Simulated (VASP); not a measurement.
Crystal: ZnS.

```
CELL_PARAMETERS angstrom
0.00000 2.72385 2.72385
2.72385 0.00000 2.72385
2.72385 2.72385 0.00000
ATOMIC_POSITIONS crystal
Zn 0.00000 0.00000 0.00000
S 0.75000 0.75000 0.75000
```

The cell is a database's computed one.

Base run:

```yaml
Program: VASP 6.6.1
Functional: PBE
Potentials_or_basis: VASP PAW PBE potentials, release 64 (Zn, S)
Cutoff: 600 eV
k_mesh: 12 × 12 × 12
Occupations: gaussian, width 0.02 eV
Spin: no spin polarisation
```

Its results: band gap on the k mesh 2.01 eV, direct; pressure 0.0 GPa.

Q: The run is repeated on the same cell with these changes: functional from PBE to LDA; potentials or basis from VASP PAW PBE potentials, release 64 (Zn, S) to VASP PAW LDA potentials, release 64 (Zn, S); cutoff from 600 eV to 450 eV. What comes out?

A: Band gap on the k mesh 1.78 eV, direct; pressure -5.9 GPa.
